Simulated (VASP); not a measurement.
A convergence study with VASP on HgTe (zinc blende): one setting is varied, all else stays as given below, so the limit is that of these other settings.

```yaml
crystal:
  lattice:
    - [0.00000, 3.23000, 3.23000]
    - [3.23000, 0.00000, 3.23000]
    - [3.23000, 3.23000, 0.00000]
  atoms:
    - { symbol: Hg, position: [0.00000, 0.00000, 0.00000] }
    - { symbol: Te, position: [0.25000, 0.25000, 0.25000] }
```

Calculation: PBEsol GGA, VASP's PBE PAW potentials (set 64) (plane waves; VASP). The tightest run used: 550 eV cut-off, 16×16×16 Γ-centred mesh, Gaussian smearing of 0.050 eV, potentials Hg Te.

Q: The settings run are 1×1×1 mesh; 2×2×2 mesh; 3×3×3 mesh; 4×4×4 mesh; 5×5×5 mesh; 6×6×6 mesh; 7×7×7 mesh; 8×8×8 mesh; 9×9×9 mesh; 10×10×10 mesh; 11×11×11 mesh; 12×12×12 mesh; 13×13×13 mesh; 14×14×14 mesh; 15×15×15 mesh; 16×16×16 mesh. From which on does the stress (every component) stay within 0.1 GPa of the tightest run?

A: From 6×6×6 mesh on: it is off by 0.07 there and by no more than 0.1 in any finer run, while 5×5×5 mesh is off by 0.18.
| setting | E (eV/atom) | pressure (GPa) | irreducible k-points | difference judged (GPa) |
|---|---|---|---|---|
| 1×1×1 mesh | 3.8346 | 52.70 | 1 | 51.56 |
| 2×2×2 mesh | -1.4708 | 6.60 | 3 | 5.46 |
| 3×3×3 mesh | -2.0193 | 2.58 | 4 | 1.44 |
| 4×4×4 mesh | -2.1360 | 1.62 | 8 | 0.48 |
| 5×5×5 mesh | -2.1681 | 1.32 | 10 | 0.18 |
| 6×6×6 mesh | -2.1785 | 1.21 | 16 | 0.07 |
| 7×7×7 mesh | -2.1824 | 1.18 | 20 | 0.04 |
| 8×8×8 mesh | -2.1840 | 1.16 | 29 | 0.02 |
| 9×9×9 mesh | -2.1848 | 1.15 | 35 | 0.01 |
| 10×10×10 mesh | -2.1851 | 1.15 | 47 | 0.01 |
| 11×11×11 mesh | -2.1853 | 1.14 | 56 | 0.00 |
| 12×12×12 mesh | -2.1854 | 1.14 | 72 | 0.00 |
| 13×13×13 mesh | -2.1854 | 1.14 | 84 | 0.00 |
| 14×14×14 mesh | -2.1855 | 1.14 | 104 | 0.00 |
| 15×15×15 mesh | -2.1855 | 1.14 | 120 | 0.00 |
| 16×16×16 mesh | -2.1855 | 1.14 | 145 | 0.00 |

Left out are rungs that failed or repeat a setting and relaxations that didn't move; long series are thinned to 24 rows.

The compound is HgTe in the zinc blende structure. The cell was not relaxed at this level.
